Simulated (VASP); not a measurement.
# CaMg6Si (Amm2) in VASP: reference runs

Reference runs on CaMg6Si: the cell as given and a disturbed copy.

All numbers are computed with VASP 6.6.1; they aren't measurements. Logs are shortened: lines on timing, memory, paths and dates and some standing lists are left out, and cuts for length are marked.

## 1. The crystal as given

The structure is orthorhombic, space group Amm2 (No. 38). Conventional cell: a = 5.034 Å, b = 6.139 Å, c = 11.981 Å, α = 90.00°, β = 90.00°, γ = 90.00°. Ca (site symmetry mm2) has 2 Si at 3.09 Å and 10 Mg at 3.19 to 3.38 Å as nearest neighbours. Around Si (site symmetry mm2) lie 8 Mg at 3.03 to 3.25 Å and 2 Ca at 3.09 Å. Mg (site symmetry mm2) has 10 Mg at 3.08 to 3.50 Å and 2 Si at 3.25 Å as nearest neighbours. Mg (site symmetry mm2) has 10 Mg at 3.08 to 3.54 Å and 2 Ca at 3.19 Å as nearest neighbours. Around Mg (site symmetry m) lie 6 Mg at 2.99 to 3.23 Å and 2 Si at 3.04 Å and 2 Ca at 3.20 Å. Mg (site symmetry m) has 1 Si at 3.03 Å and 8 Mg at 3.07 to 3.23 Å and 2 Ca at 3.35 to 3.38 Å as nearest neighbours.

The cell comes from a database or a generator and needn't be the stable form of this composition.

## 2. Single point, PBE

Contents of INCAR:

```
SYSTEM = CaMg6Si
PREC     = Accurate       ! precision mode
ENCUT    = 520            ! plane-wave cutoff, eV
EDIFF    = 1E-7           ! SCF threshold, eV
ISMEAR   = -1             ! smearing method
SIGMA    = 0.05           ! smearing width, eV
LREAL    = .FALSE.        ! projectors in reciprocal space
LASPH    = .TRUE.         ! aspherical terms in the spheres
NELM     = 80             ! most SCF steps
ALGO     = Normal         ! electronic algorithm
ISIF     = 2              ! what is computed and relaxed
LWAVE    = .FALSE.        ! write WAVECAR
LCHARG   = .FALSE.        ! write CHGCAR
GGA      = PE             ! functional
NBANDS   = 23             ! bands
```

Contents of KPOINTS:

```
regular mesh
0
G
  5 5 5
  0 0 0
```

Contents of POSCAR:

```
CaMg6Si
1.0
    5.0335570000      0.0000000000      0.0000000000
    0.0000000000      3.0693365000      5.9906745000
    0.0000000000     -3.0693365000      5.9906745000
Ca Si Mg
1 1 6
Direct
    0.5000000000      0.1794520000      0.1794520000
    0.5000000000      0.6463330000      0.6463330000
    0.0000000000      0.8175530000      0.8175530000
    0.0000000000      0.3431500000      0.3431500000
    0.0000000000      0.3348430000      0.8226450000
    0.0000000000      0.8226450000      0.3348430000
    0.5000000000      0.1782260000      0.6777940000
    0.5000000000      0.6777940000      0.1782260000
```

Potentials or basis: VASP PAW PBE potentials, release 64 (Ca_sv, Si, Mg).

Started as:

```sh
$ cat potpaw_PBE.64/Ca_sv/POTCAR potpaw_PBE.64/Si/POTCAR potpaw_PBE.64/Mg/POTCAR > POTCAR
$ mpirun -np 1 vasp_std > vasp.out
```

OUTCAR:

```text
SYSTEM = CaMg6Si
   PREC = Accurate
   ENCUT = 520
   EDIFF = 1E-7
   ISMEAR = -1
   LREAL = .FALSE.
   LASPH = .TRUE.
   NELM = 80
   ISIF = 2
   GGA = PE

 ion  position               nearest neighbor table
   1  0.500  0.179  0.179-   2 3.09   2 3.09   4 3.19   4 3.19   6 3.20   5 3.20   5 3.20   6 3.20
                             8 3.35   7 3.35   8 3.38   7 3.38
   2  0.500  0.646  0.646-   7 3.03   8 3.03   5 3.04   6 3.04   5 3.04   6 3.04   1 3.09   1 3.09
                             3 3.25   3 3.25
   3  0.000  0.818  0.818-   4 3.08   4 3.08   5 3.23   6 3.23   7 3.23   8 3.23   7 3.23   8 3.23
                             2 3.25   2 3.25   5 3.50   6 3.50
   4  0.000  0.343  0.343-   3 3.08   3 3.08   7 3.12   8 3.12   7 3.12   8 3.12   1 3.19   1 3.19
                             6 3.20   5 3.20   6 3.54   5 3.54
   5  0.000  0.335  0.823-   6 2.99   2 3.04   2 3.04   7 3.10   7 3.10   6 3.14   4 3.20   1 3.20
                             1 3.20   3 3.23   3 3.50   4 3.54
   6  0.000  0.823  0.335-   5 2.99   2 3.04   2 3.04   8 3.10   8 3.10   5 3.14   4 3.20   1 3.20
                             1 3.20   3 3.23   3 3.50   4 3.54
   7  0.500  0.178  0.678-   2 3.03   8 3.07   8 3.07   5 3.10   5 3.10   4 3.12   4 3.12   3 3.23
                             3 3.23   1 3.35   1 3.38
   8  0.500  0.678  0.178-   2 3.03   7 3.07   7 3.07   6 3.10   6 3.10   4 3.12   4 3.12   3 3.23
                             3 3.23   1 3.35   1 3.38

  LATTYP: Found a base centered orthorhombic cell.
 ALAT       =     6.1386730000
 B/A-ratio  =     1.9517815984
 C/A-ratio  =     0.8199747730

  Lattice vectors:

 A1 = (   0.0000000000,   3.0693365000,  -5.9906745000)
 A2 = (   0.0000000000,   3.0693365000,   5.9906745000)
 A3 = (   5.0335570000,   0.0000000000,   0.0000000000)

Analysis of symmetry for initial positions (statically):
=====================================================================
 Subroutine PRICEL returns:
 Original cell was already a primitive cell.

 Routine SETGRP: Setting up the symmetry group for a
 base centered orthorhombic supercell.

 Subroutine GETGRP returns: Found  4 space group operations
 (whereof  4 operations were pure point group operations)
 out of a pool of  8 trial point group operations.

The static configuration has the point symmetry C_2v.

Analysis of symmetry for dynamics (positions and initial velocities):
=====================================================================
 Subroutine PRICEL returns:
 Original cell was already a primitive cell.

 Routine SETGRP: Setting up the symmetry group for a
 base centered orthorhombic supercell.

 Subroutine GETGRP returns: Found  4 space group operations
 (whereof  4 operations were pure point group operations)
[... 126 lines left out ...]
   NUPDOWN=      -1.0000    fix difference up-down
   EMIN   =  10.00;   EMAX   =-10.00  energy-range for DOS
   EFERMI =   0.00;   METHOD = LEGACY
   ISMEAR =    -1;   SIGMA  =   0.05  broadening in eV -4-tet -1-fermi 0-gaus
   EFERMI_NEDOS =   21; number of points for ismear=-14 and -15
   IALGO  =     38    algorithm
   IMIX   =      4    mixing-type and parameters
     AMIX     =   0.40;   BMIX     =  1.00
     AMIX_MAG =   1.60;   BMIX_MAG =  1.00
  volume/ion in A,a.u.               =      23.14       156.15
  Fermi-wavevector in a.u.,A,eV,Ry     =   0.850990  1.608137  9.853110  0.724183
  Thomas-Fermi vector in A             =   1.967053
   LORBIT       =      0    0 simple, 1 ext, 2 COOP (PROOUT), +10 PAW based schemes
   GGA     = PE    functional components
   LHFCALC =     F    Hartree Fock is set to
   AEXX    =    0.0000 exact exchange contribution
   IVDW    =     0    specifies the selected vdW correction
   LEPSILON=     F    determine dielectric tensor
   LRPA    =     F    only Hartree local field effects (RPA)
 non-spin polarized calculation
  energy-cutoff  :      520.00
  volume of cell :      185.11
 maximum number of plane-waves:      5030
 NGX is ok and might be reduce to    40
   NGX = 19   NGY = 25   NGZ = 25

 number of electron      25.9999999 magnetization

 Free energy of the ion-electron system (eV)
  ---------------------------------------------------
  ext. energy  EPLUGINS =         0.00000000
  ---------------------------------------------------
  free energy    TOTEN  =       -16.40087413 eV

  energy without entropy =      -16.37733826  energy(sigma->0) =      -16.38910619

 E-fermi :   3.0944     XC(G=0):  -8.7296

 val. band max:        3.0897681473   @ k =   0.2000  -0.2000   0.2000
 cond. band min:       3.1084617303   @ k =   0.0000  -0.4000   0.2000
 fundamental gap:      0.0186935830
 Fermi energy:         3.0944091375

 k-point     1 :       0.0000    0.0000    0.0000
  band No.  band energies     occupation
      1     -37.7969      2.00000
      2     -18.9098      2.00000
      3     -18.8662      2.00000
      4     -18.8135      2.00000
      5      -4.9738      2.00000
      6      -1.6785      2.00000
[... 613 lines left out ...]
     22       6.4702      0.00000
     23       6.8124      0.00000

 [... further k-points ...]

------------------------ aborting loop because EDIFF is reached ----------------------------------------

  FORCE on cell =-STRESS in cart. coord.  units (eV):
  Direction    XX          YY          ZZ          XY          YZ          ZX
  --------------------------------------------------------------------------------------
  -------------------------------------------------------------------------------------
  Total       -0.3804976      0.0403290      0.4254312      0.0000000      0.0000000      0.0000000
  in kB       -3.2933456      0.3490622      3.6822617      0.0000000      0.0000000      0.0000000
  external PRESSURE =       0.2459928 kB  Pullay stress =       0.0000000 kB

 VOLUME and BASIS-vectors are now :
 -----------------------------------------------------------------------------
  energy-cutoff  :      520.00
  volume of cell :      185.11
      direct lattice vectors                 reciprocal lattice vectors
     5.033557000  0.000000000  0.000000000     0.198666669  0.000000000  0.000000000
     0.000000000  3.069336500  5.990674500     0.000000000  0.162901656  0.083463056
     0.000000000 -3.069336500  5.990674500     0.000000000 -0.162901656  0.083463056

 POSITION                                       TOTAL-FORCE (eV/Angst)
 -----------------------------------------------------------------------------------
      2.51678      0.00000      2.15008         0.000000      0.000000      0.046081
      2.51678      0.00000      7.74394         0.000000      0.000000     -0.081934
      0.00000      0.00000      9.79539         0.000000      0.000000     -0.058232
      0.00000      0.00000      4.11140         0.000000      0.000000      0.044131
      0.00000     -1.49723      6.93413         0.000000      0.007206     -0.006753
      0.00000      1.49723      6.93413         0.000000     -0.007206     -0.006753
      2.51678     -1.53334      5.12814         0.000000     -0.006198      0.031730
      2.51678      1.53334      5.12814         0.000000      0.006198      0.031730
 -----------------------------------------------------------------------------------
    total drift:                               -0.000000      0.000000     -0.000640

  FREE ENERGIE OF THE ION-ELECTRON SYSTEM (eV)
  ---------------------------------------------------
  free  energy   TOTEN  =       -16.4008741342 eV

  energy  without entropy=      -16.3773382556  energy(sigma->0) =      -16.38910619
```

Wall time 98 s (1 thread of Intel Xeon Platinum 8488C (Sapphire Rapids), shared host); peak memory 0.37 GiB.

Results:

| Quantity | Value |
| --- | --- |
| Free energy | -16.4009 eV |
| Pressure | 0.0 GPa |
| Largest force | 0.082 eV/Å |
| Band gap on the k mesh | none (metal or under the smearing width) |

Forces on the atoms (eV/Å):
```
Ca   0.000  0.000  0.046
Si   0.000  0.000 -0.082
Mg   0.000  0.000 -0.058
Mg   0.000  0.000  0.044
Mg   0.000  0.007 -0.007
Mg   0.000 -0.007 -0.007
Mg   0.000 -0.006  0.032
Mg   0.000  0.006  0.032
```

## 3. Single point, PBE (atoms moved at random, drawn with an rms of 0.05 Å)

Contents of INCAR:

```
ALGO = Normal
EDIFF = 1E-7
ENCUT = 520
GGA = PE
ISIF = 2
ISMEAR = -1
LASPH = T
LCHARG = F
LREAL = F
LWAVE = F
NBANDS = 23
NELM = 80
PREC = Accurate
SIGMA = 0.05
```

Contents of KPOINTS:

```
k-points
0
Gamma
  5 5 5
```

Contents of POSCAR:

```
CaMg6Si
1.0
    5.0335570000      0.0000000000      0.0000000000
    0.0000000000      3.0693365000      5.9906745000
    0.0000000000     -3.0693365000      5.9906745000
Ca Si Mg
1 1 6
Direct
    0.4982070000      0.1775610000      0.1803290000
    0.5014960000      0.6522080000      0.6413370000
    0.0108680000      0.8155770000      0.8169500000
   -0.0015980000      0.3371170000      0.3434870000
   -0.0032040000      0.3387060000      0.8231410000
   -0.0062440000      0.8209540000      0.3362540000
    0.4993110000      0.1793910000      0.6791960000
    0.5001080000      0.6734530000      0.1814630000
```

Potentials or basis: VASP PAW PBE potentials, release 64 (Ca_sv, Si, Mg).

Started as:

```sh
$ cat potpaw_PBE.64/Ca_sv/POTCAR potpaw_PBE.64/Si/POTCAR potpaw_PBE.64/Mg/POTCAR > POTCAR
$ mpirun -np 1 vasp_std > vasp.out
```

OUTCAR:

```text
EDIFF = 1E-7
   ENCUT = 520
   GGA = PE
   ISIF = 2
   ISMEAR = -1
   LASPH = T
   LREAL = F
   NELM = 80
   PREC = Accurate

 ion  position               nearest neighbor table
   1  0.498  0.178  0.180-   2 3.05   2 3.14   4 3.17   4 3.17   6 3.18   5 3.20   5 3.21   6 3.22
                             8 3.34   7 3.37   7 3.37   8 3.39
   2  0.501  0.652  0.641-   6 2.99   8 3.01   5 3.02   7 3.04   6 3.05   1 3.05   5 3.06   1 3.14
[... 851 lines left out ...]
  Total       -0.3976867      0.1486542      0.4478416     -0.0486511      0.0260691      0.1363051
  in kB       -3.4421232      1.2866566      3.8762321     -0.4210930      0.2256377      1.1797704
  external PRESSURE =       0.5735885 kB  Pullay stress =       0.0000000 kB

 VOLUME and BASIS-vectors are now :
 -----------------------------------------------------------------------------
  energy-cutoff  :      520.00
  volume of cell :      185.11
      direct lattice vectors                 reciprocal lattice vectors
     5.033557000  0.000000000  0.000000000     0.198666669  0.000000000  0.000000000
     0.000000000  3.069336500  5.990674500     0.000000000  0.162901656  0.083463056
     0.000000000 -3.069336500  5.990674500     0.000000000 -0.162901656  0.083463056

 POSITION                                       TOTAL-FORCE (eV/Angst)
 -----------------------------------------------------------------------------------
      2.50775     -0.00850      2.14400        -0.045460      0.072859      0.040463
      2.52431      0.03337      7.74921        -0.033744     -0.162387     -0.087784
      0.05470     -0.00421      9.77994        -0.057373     -0.014965     -0.000072
      5.02551     -0.01955      4.07728         0.012810      0.040622      0.130382
      5.01743     -1.48689      6.96025         0.030248     -0.025748     -0.069111
      5.00213      1.48771      6.93246         0.084574      0.052801     -0.047047
      2.51331     -1.53407      5.14352         0.020900     -0.034791     -0.003745
      2.51732      1.51008      5.12152        -0.011956      0.071610      0.036914
 -----------------------------------------------------------------------------------
    total drift:                               -0.000115      0.000103     -0.000621

  FREE ENERGIE OF THE ION-ELECTRON SYSTEM (eV)
  ---------------------------------------------------
  free  energy   TOTEN  =       -16.3888941929 eV

  energy  without entropy=      -16.3650668776  energy(sigma->0) =      -16.37698054
```

OSZICAR:

```text
N       E                     dE             d eps       ncg     rms          rms(c)
DAV:   1     0.102933861071E+03    0.10293E+03   -0.99110E+03  2922   0.899E+02
DAV:   2    -0.994077377397E+01   -0.11287E+03   -0.10953E+03  3328   0.190E+02
DAV:   3    -0.169167399210E+02   -0.69760E+01   -0.68684E+01  5063   0.361E+01
DAV:   4    -0.171727595619E+02   -0.25602E+00   -0.25432E+00  3968   0.634E+00
DAV:   5    -0.171842337112E+02   -0.11474E-01   -0.11472E-01  4404   0.118E+00    0.412E+00
DAV:   6    -0.164316221163E+02    0.75261E+00   -0.16106E+00  3962   0.517E+00    0.238E+00
DAV:   7    -0.164041184526E+02    0.27504E-01   -0.47155E-01  4069   0.247E+00    0.131E+00
DAV:   8    -0.163920331727E+02    0.12085E-01   -0.59690E-02  3521   0.125E+00    0.280E-01
DAV:   9    -0.163889085193E+02    0.31247E-02   -0.10227E-02  3626   0.450E-01    0.127E-01
DAV:  10    -0.163889328769E+02   -0.24358E-04   -0.17193E-03  3787   0.159E-01    0.714E-02
DAV:  11    -0.163888913327E+02    0.41544E-04   -0.16321E-04  3804   0.537E-02    0.191E-02
DAV:  12    -0.163888942490E+02   -0.29163E-05   -0.16911E-05  3728   0.212E-02    0.352E-03
DAV:  13    -0.163888941306E+02    0.11844E-06   -0.26809E-06  4309   0.704E-03    0.189E-03
DAV:  14    -0.163888941929E+02   -0.62357E-07   -0.15537E-07  3324   0.199E-03
   1 F= -.16388894E+02 E0= -.16376981E+02  d E =-.238273E-01
```

Wall time 4 min (1 thread of Intel Xeon Platinum 8488C (Sapphire Rapids), shared host); peak memory 0.49 GiB.

Results:

```
Free energy            : -16.3889 eV
Pressure               : 0.1 GPa
Largest force          : 0.188 eV/Å
Band gap on the k mesh : none (metal or under the smearing width)
```

Forces in eV/Å, atoms in the order of the input:
```
Ca  -0.045  0.073  0.040
Si  -0.034 -0.162 -0.088
Mg  -0.057 -0.015  0.000
Mg   0.013  0.041  0.130
Mg   0.030 -0.026 -0.069
Mg   0.085  0.053 -0.047
Mg   0.021 -0.035 -0.004
Mg  -0.012  0.072  0.037
```

Stress tensor (GPa, compression positive):
```
-0.34 -0.04  0.12
-0.04  0.13  0.02
 0.12  0.02  0.39
```

Levels at points of the mesh, in eV from the Fermi level:
| k point | band 9 | band 10 | band 11 | band 12 | band 13 | band 14 | band 15 | band 16 | band 17 | band 18 |
| --- | --- | --- | --- | --- | --- | --- | --- | --- | --- | --- |
| (0.00, 0.00, 0.00) | -2.09 | -1.99 | -1.87 | -1.68 | -0.60 | 0.87 | 1.59 | 1.64 | 1.81 | 2.15 |
